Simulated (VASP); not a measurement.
All values below come from PBE GGA with D3 dispersion (zero damping), VASP's PBE PAW potentials (set 64) (plane waves; VASP).

A VASP calculation is set up with these files.

**POSCAR**
```
Ni3Fe
3.4702120
  1.0000000216   0.0000000000   0.0000000000
  0.0000000000   1.0000000216   0.0000000000
  0.0000000000   0.0000000000   1.0000000216
Fe Ni
1 3
Cartesian
  0.0000000000   0.0000000000   0.0000000000
  0.0000000000   0.5000000108   0.5000000108
  0.5000000108   0.0000000000   0.5000000108
  0.5000000108   0.5000000108   0.0000000000
```

INCAR:
```
# general
SYSTEM =Ni3Fe
PREC   =Accurate
ENCUT  =520
LREAL  =F
LASPH  =T

# electronic loop
EDIFF  =1E-7
NELM   =100
ALGO   =Normal
LMAXMIX=4

# smearing
ISMEAR =1
SIGMA  =0.1

# functional
GGA    =PE
IVDW   =11

# spin
ISPIN  =2
MAGMOM =2.9 0.6 0.6 0.6

# ions
ISIF   =2

# output
LWAVE  =F
LCHARG =F
LORBIT =10
```

### KPOINTS
```
Automatic mesh
0
Gamma
9 9 9
0 0 0
```

POTCAR, in this order: Fe Ni (PBE.64 set). Program: vasp_std.

Output of the run:

**OSZICAR**
```
       N       E                     dE             d eps       ncg     rms          rms(c)
DAV:   1     0.243381301263E+03    0.24338E+03   -0.17414E+04  3636   0.215E+03
DAV:   2    -0.149186056107E+02   -0.25830E+03   -0.24961E+03  3532   0.375E+02
DAV:   3    -0.288195094075E+02   -0.13901E+02   -0.13225E+02  3582   0.121E+02
DAV:   4    -0.290228228945E+02   -0.20331E+00   -0.20262E+00  3730   0.152E+01
DAV:   5    -0.290285678439E+02   -0.57449E-02   -0.57445E-02  4946   0.210E+00    0.219E+01
DAV:   6    -0.259626763582E+02    0.30659E+01   -0.37593E+01  3603   0.965E+01    0.171E+01
DAV:   7    -0.286094053200E+02   -0.26467E+01   -0.18362E+01  4039   0.114E+02    0.251E+01
DAV:   8    -0.248294213249E+02    0.37800E+01   -0.14719E+01  4299   0.570E+01    0.517E+00
DAV:   9    -0.249153383320E+02   -0.85917E-01   -0.55949E-01  3965   0.920E+00    0.323E+00
DAV:  10    -0.248853442785E+02    0.29994E-01   -0.87283E-02  4724   0.780E+00    0.147E+00
DAV:  11    -0.248822680260E+02    0.30763E-02   -0.26671E-02  5297   0.222E+00    0.862E-01
DAV:  12    -0.248839131772E+02   -0.16452E-02   -0.48593E-03  4422   0.175E+00    0.218E-01
DAV:  13    -0.248840105459E+02   -0.97369E-04   -0.12403E-03  4735   0.440E-01    0.905E-02
DAV:  14    -0.248840377170E+02   -0.27171E-04   -0.10367E-04  4108   0.166E-01    0.628E-02
DAV:  15    -0.248840396697E+02   -0.19527E-05   -0.43162E-05  4845   0.166E-01    0.123E-02
DAV:  16    -0.248840387578E+02    0.91187E-06   -0.75455E-06  3929   0.313E-02    0.258E-03
DAV:  17    -0.248840389565E+02   -0.19869E-06   -0.25041E-07  2841   0.591E-03    0.194E-03
DAV:  18    -0.248840390094E+02   -0.52882E-07   -0.44620E-08  1828   0.522E-03
   1 F= -.26461609E+02 E0= -.26461783E+02  d E =0.523935E-03  mag=     4.4938
```

### OUTCAR
```
------------------------ aborting loop because EDIFF is reached ----------------------------------------
 Edisp (eV)   -1.57757
  FORCE on cell =-STRESS in cart. coord.  units (eV):
  Direction    XX          YY          ZZ          XY          YZ          ZX
  --------------------------------------------------------------------------------------
  Total       1.60683     1.60683     1.60683     0.00000     0.00000    -0.00000
  in kB      61.60447    61.60447    61.60447     0.00000     0.00000    -0.00000
  external pressure =       61.60 kB  Pullay stress =        0.00 kB
  volume of cell :       41.79
      direct lattice vectors                 reciprocal lattice vectors
     3.470212075  0.000000000  0.000000000     0.288166826  0.000000000  0.000000000
     0.000000000  3.470212075  0.000000000     0.000000000  0.288166826  0.000000000
     0.000000000  0.000000000  3.470212075     0.000000000  0.000000000  0.288166826
 POSITION                                       TOTAL-FORCE (eV/Angst)
 -----------------------------------------------------------------------------------
      0.00000      0.00000      0.00000         0.000000      0.000000      0.000000
      0.00000      1.73511      1.73511         0.000000      0.000000      0.000000
      1.73511      0.00000      1.73511         0.000000      0.000000      0.000000
      1.73511      1.73511      0.00000         0.000000      0.000000      0.000000
 -----------------------------------------------------------------------------------
    total drift:                                0.000000      0.000000      0.000000
  FREE ENERGIE OF THE ION-ELECTRON SYSTEM (eV)
  ---------------------------------------------------
  free  energy   TOTEN  =       -26.4616087828 eV

  energy  without entropy=      -26.4621327177  energy(sigma->0) =      -26.46178343

 total charge

# of ion       s       p       d       tot
------------------------------------------
    1        0.499   0.554   6.171   7.223
    2        0.531   0.566   8.360   9.457
    3        0.531   0.566   8.360   9.457
    4        0.531   0.566   8.360   9.457
--------------------------------------------------
tot          2.091   2.253  31.252  35.595

 magnetization (x)

# of ion       s       p       d       tot
------------------------------------------
    1        0.010  -0.001   2.792   2.801
    2       -0.016  -0.046   0.629   0.566
    3       -0.016  -0.046   0.629   0.566
    4       -0.016  -0.046   0.629   0.566
--------------------------------------------------
tot         -0.039  -0.140   4.677   4.498
```
(Selected blocks of OUTCAR.)

The compound is Ni3Fe in the L1_2 structure. This cell is one point of a volume scan, at 0.97 of the reference volume.
